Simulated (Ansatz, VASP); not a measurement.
## SnCl in VASP and in Ansatz

INCAR

```
PREC = Accurate
ENCUT = 520
EDIFF = 1E-7
ISMEAR = -1
SIGMA = 0.05
LREAL = F
LASPH = T
NELM = 100
ALGO = Normal
ISIF = 2
LWAVE = F
LCHARG = F
GGA = PE
NBANDS = 29
```

Contents of KPOINTS:

```
regular mesh
0
Gamma
  9 9 3
```

File POSCAR:

```
SnCl
1.0
    3.4502757769      0.0000000000      0.0000000000
   -1.7251378885      2.9880264728      0.0000000000
    0.0000000000      0.0000000000      9.9262165321
Sn Cl
2 2
Direct
    0.6666666667      0.3333333333      0.8205100000
    0.3333333333      0.6666666667      0.3205100000
    0.6666666667      0.3333333333      0.5544910000
    0.3333333333      0.6666666667      0.0544910000
```

input.yaml

```yaml
crystal:
  lattice:
    - [3.4502757769, 0.0, 0.0]
    - [-1.7251378885, 2.9880264728, 0.0]
    - [0.0, 0.0, 9.9262165321]
  atoms:
    - { symbol: Sn, position: [0.6666666667, 0.3333333333, 0.82051] }
    - { symbol: Sn, position: [0.3333333333, 0.6666666667, 0.32051] }
    - { symbol: Cl, position: [0.6666666667, 0.3333333333, 0.554491] }
    - { symbol: Cl, position: [0.3333333333, 0.6666666667, 0.054491] }
hamiltonian:
  xc: pbe
  pseudopotentials: { kind: paw }
kpoints:
  mp_grid: { grid: [9, 9, 3] }
scf:
  occupations: { method: fermi_dirac, width: 0.05 }
output:
  forces: true
  stress: true
  eigenvalues: true
```

Change from the starting cell: volume scaled by 0.96.

Alike in both runs: task single point; functional PBE; k mesh 9 × 9 × 3; occupations fermi-dirac, width 0.05 eV; no spin polarisation.

```csv
,VASP,Ansatz
version,VASP 6.6.1,Ansatz 0.2.0
potentials or method,"VASP PAW PBE potentials, release 64 (Sn_d, Cl)",Ansatz PAW
plane-wave cutoff (eV),520,420
valence electrons in the cell,42,42
```

```tsv
	VASP	Ansatz	Ansatz less VASP
gap on the k mesh at the Fermi level (eV)	none	none	-
pressure (GPa)	1.5	1.5	+0.07
largest component of the traceless stress (GPa)	0.99	0.98	-0.018
rms of the force components (eV/Å)	0.043	0.041	-0.0023
```

Atom by atom the forces differ by 0.002 eV/Å (rms over components). A gap of «none» marks a metal or a gap that the smearing closes.
